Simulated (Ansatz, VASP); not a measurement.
**Two plane-wave programs on TiSb3P4**

```
Ti Sb P
1.0
    -3.37110    3.37110    3.37110
     3.37110   -3.37110    3.37110
     3.37110    3.37110   -3.37110
Ti Sb P
1 3 4
Direct
  0.00000 0.00000 0.00000
  0.00000 0.50000 0.50000
  0.50000 0.00000 0.50000
  0.50000 0.50000 0.00000
  0.50000 0.50000 0.50000
  0.00000 0.00000 0.50000
  0.00000 0.50000 0.00000
  0.50000 0.00000 0.00000
```

Alike in both runs: functional PBE; k mesh 4 × 4 × 4; occupations gaussian, width 0.1 eV; no spin polarisation.

Ansatz relaxed the structure, and its values are those at the end. VASP's run is a single point on that final structure, the one shown.

|  | VASP | Ansatz |
| --- | --- | --- |
| version | VASP 6.6.1 | Ansatz 0.2.0 |
| potentials or method | VASP PAW PBE potentials, release 64 (Ti_sv, Sb, P) | scalar-relativistic, plane waves, PAW |
| plane-wave cutoff (eV) | 520 | 420 |
| valence electrons in the cell | 47 | 77 |

```tsv
	VASP	Ansatz	Ansatz less VASP
gap on the k mesh at the Fermi level (eV)	none	none	-
pressure (GPa)	-0.2	0.0	+0.17
```

A gap of «none» marks a metal or a gap that the smearing closes. The functional is the same, so the differences come from potentials, cutoffs and numerics. The two sets of potentials don't hold the same shells in valence.

Spin-orbit coupling is left out, which matters for the levels of Sb.
